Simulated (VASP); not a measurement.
A VASP calculation is set up with these files.

**KPOINTS**
```
Automatic mesh
0
Gamma
6 6 5
0 0 0
```

INCAR:
```
SYSTEM = Ga
PREC = Accurate
ENCUT = 400
EDIFF = 1E-6
NELM = 100
ALGO = Normal
LREAL = .FALSE.
LASPH = .TRUE.
ISMEAR = 1
SIGMA = 0.1
GGA = PE
LMAXMIX = 4
LWAVE = .FALSE.
LCHARG = .FALSE.
ISIF = 2
ICHARG = 11
```

File POSCAR:
```
Ga
1
    2.3052000000    -3.9066000000    -0.0000000000
    2.3052000000     3.9066000000     0.0000000000
    0.0000000000     0.0000000000     4.6206000000
Ga
4
Direct
  0.1549000000   0.8451000000   0.9190000000
  0.3451000000   0.6549000000   0.4190000000
  0.6549000000   0.3451000000   0.5810000000
  0.8451000000   0.1549000000   0.0810000000
```

POTCAR, in this order: Ga_d (PBE.64 set). Program: vasp_std.

Output

**standard output**
```
 POSCAR found type information on POSCAR Ga
 POSCAR found :  1 types and       4 ions
 Reading from existing POTCAR
 Reading from existing POTCAR
 LDA part: xc-table for (Slater+PW92), standard interpolation
 WARNING: stress and forces are not correct
 POSCAR, INCAR and KPOINTS ok, starting setup
 WAVECAR not read
 WARNING: CHGCAR is incomplete

 -----------------------------------------------------------------------------
|                                                                             |
|     EEEEEEE  RRRRRR   RRRRRR   OOOOOOO  RRRRRR      ###     ###     ###     |
|     E        R     R  R     R  O     O  R     R     ###     ###     ###     |
|     E        R     R  R     R  O     O  R     R     ###     ###     ###     |
|     EEEEE    RRRRRR   RRRRRR   O     O  RRRRRR       #       #       #      |
|     E        R   R    R   R    O     O  R   R                               |
|     E        R    R   R    R   O     O  R    R      ###     ###     ###     |
|     EEEEEEE  R     R  R     R  OOOOOOO  R     R     ###     ###     ###     |
|                                                                             |
|     ICHARG>10                                                               |
|                                                                             |
|       ---->  I REFUSE TO CONTINUE WITH THIS SICK JOB ... BYE!!! <----       |
|                                                                             |
 -----------------------------------------------------------------------------
```

Problem. From input and log, find the fault in this run and mend it.

Solution. The cause: ICHARG = 11 asks for a fixed density, but there is no CHGCAR. VASP stops with an error: ERROR: charge density could not be read from file CHGCAR for ICHARG>10 ----> I REFUSE TO CONTINUE WITH THIS SICK JOB ... BYE!!! <---- To mend it, run self-consistently first and keep its CHGCAR, or remove ICHARG. The plain static run on this cell (PBE GGA, plane waves, VASP's PBE PAW potentials (set 64)) converges, and its OSZICAR ends with
```
   1 F= -.11620378E+02 E0= -.11619991E+02  d E =-.116287E-02
```

The compound is Ga in the alpha structure. The cell was not relaxed at this level.
